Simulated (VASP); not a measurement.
The system is ZnS.

```
Zn S
1.0
     0.00000    2.70200    2.70200
     2.70200    0.00000    2.70200
     2.70200    2.70200    0.00000
Zn S
1 1
Direct
  0.25000 0.25000 0.25000
  0.00000 0.00000 0.00000
```

| Item | Value |
| --- | --- |
| Program | VASP 6.6.1 |
| Task | relaxation of cell and atoms |
| Functional | PBE |
| Potentials or basis | VASP PAW PBE potentials, release 64 (Zn, S) |
| Cutoff | 520 eV |
| k mesh | 10 × 10 × 10 |
| Occupations | gaussian, width 0.02 eV |
| Spin | no spin polarisation |

At the start: pressure 1.8 GPa; volume 19.73 Å³/atom.

Q: Where does the relaxation end?

A: Over 3 steps the energy falls by 2.5 meV/atom and the volume is 20.20 Å³/atom (+2.4 %); space group F-43m (No. 216, to 0.05 Å).

Step by step:
| step | energy change (eV) | largest force (eV/Å) | pressure (GPa) | volume (Å³) |
| --- | --- | --- | --- | --- |
| 1 | 0.0000 | 0.0000 | 1.76 | 39.45 |
| 2 | -0.0046 | 0.0000 | -0.49 | 40.70 |
| 3 | -0.0051 | 0.0000 | 0.00 | 40.41 |

Final structure:
```
Zn S
1.0
     0.00000    2.72357    2.72357
     2.72357    0.00000    2.72357
     2.72357    2.72357    0.00000
Zn S
1 1
Direct
  0.25000 0.25000 0.25000
  0.00000 0.00000 0.00000
```
